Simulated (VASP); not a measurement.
Computed with LDA (Ceperley-Alder, Perdew-Zunger), VASP's LDA PAW potentials (set 64) (plane waves; VASP).

The input files of a VASP run:

**KPOINTS**
```
kpoints
0
Gamma
18 18 18
0 0 0
```

### INCAR
```
LASPH=T   ! aspherical one-centre terms
SYSTEM=Cu
ALGO=Normal
SIGMA=0.1
LCHARG=F
NELM=100   ! most electronic steps
ENCUT=520
LREAL=F
LMAXMIX=4   ! l cut-off of mixed one-centre charges
PREC=Accurate
LWAVE=F
EDIFF=1E-7   ! SCF stop (eV)
ISIF=2   ! forces and stress, cell fixed
ISMEAR=1
```

**POSCAR**
```
Cu
1
    0.0000000000     1.7448869735     1.7448869735
    1.7448869735     0.0000000000     1.7448869735
    1.7448869735     1.7448869735     0.0000000000
Cu
1
Direct
  0.0000000000   0.0000000000   0.0000000000
```

POTCAR, in this order: Cu (LDA.64 set). Program: vasp_std.

Output of the run:

### OSZICAR
```
       N       E                     dE             d eps       ncg     rms          rms(c)
DAV:   1     0.341900637646E+02    0.34190E+02   -0.57194E+03  3622   0.216E+03
DAV:   2    -0.528317004990E+01   -0.39473E+02   -0.37334E+02  3561   0.199E+02
DAV:   3    -0.572334397453E+01   -0.44017E+00   -0.43916E+00  4203   0.304E+01
DAV:   4    -0.572646676345E+01   -0.31228E-02   -0.31225E-02  4272   0.227E+00
DAV:   5    -0.572649911763E+01   -0.32354E-04   -0.32353E-04  4159   0.188E-01    0.806E+00
DAV:   6    -0.505400752949E+01    0.67249E+00   -0.16807E+01  3687   0.101E+02    0.354E+00
DAV:   7    -0.472053816639E+01    0.33347E+00   -0.24287E+00  3737   0.382E+01    0.670E-01
DAV:   8    -0.470289966654E+01    0.17638E-01   -0.69035E-03  4874   0.124E+00    0.263E-01
DAV:   9    -0.470155417602E+01    0.13455E-02   -0.67941E-03  3938   0.180E+00    0.161E-02
DAV:  10    -0.470156643605E+01   -0.12260E-04   -0.24225E-05  4951   0.978E-02    0.442E-03
DAV:  11    -0.470156822224E+01   -0.17862E-05   -0.66541E-07  4452   0.113E-02    0.583E-04
DAV:  12    -0.470156821899E+01    0.32510E-08   -0.21326E-08  2049   0.297E-03
   1 F= -.47015682E+01 E0= -.47015738E+01  d E =0.167934E-04
```

### OUTCAR
```
------------------------ aborting loop because EDIFF is reached ----------------------------------------
  FORCE on cell =-STRESS in cart. coord.  units (eV):
  Direction    XX          YY          ZZ          XY          YZ          ZX
  --------------------------------------------------------------------------------------
  Total        0.3870042      0.3870042      0.3870042     -0.0000000     -0.0000000      0.0000000
  in kB       58.3571951     58.3571951     58.3571951     -0.0000000     -0.0000000      0.0000000
  external PRESSURE =      58.3571951 kB  Pullay stress =       0.0000000 kB
  volume of cell :       10.63
      direct lattice vectors                 reciprocal lattice vectors
     0.000000000  1.744886974  1.744886974    -0.286551512  0.286551512  0.286551512
     1.744886974  0.000000000  1.744886974     0.286551512 -0.286551512  0.286551512
     1.744886974  1.744886974  0.000000000     0.286551512  0.286551512 -0.286551512
 POSITION                                       TOTAL-FORCE (eV/Angst)
 -----------------------------------------------------------------------------------
      0.00000      0.00000      0.00000         0.000000      0.000000      0.000000
 -----------------------------------------------------------------------------------
    total drift:                                0.000000     -0.000000      0.000000
  FREE ENERGIE OF THE ION-ELECTRON SYSTEM (eV)
  ---------------------------------------------------
  free  energy   TOTEN  =        -4.7015682190 eV

  energy  without entropy=       -4.7015850124  energy(sigma->0) =       -4.70157382
```
(Selected blocks of OUTCAR.)

The compound is Cu in the fcc structure. This cell is one point of a volume scan, at 0.97 of the reference volume.
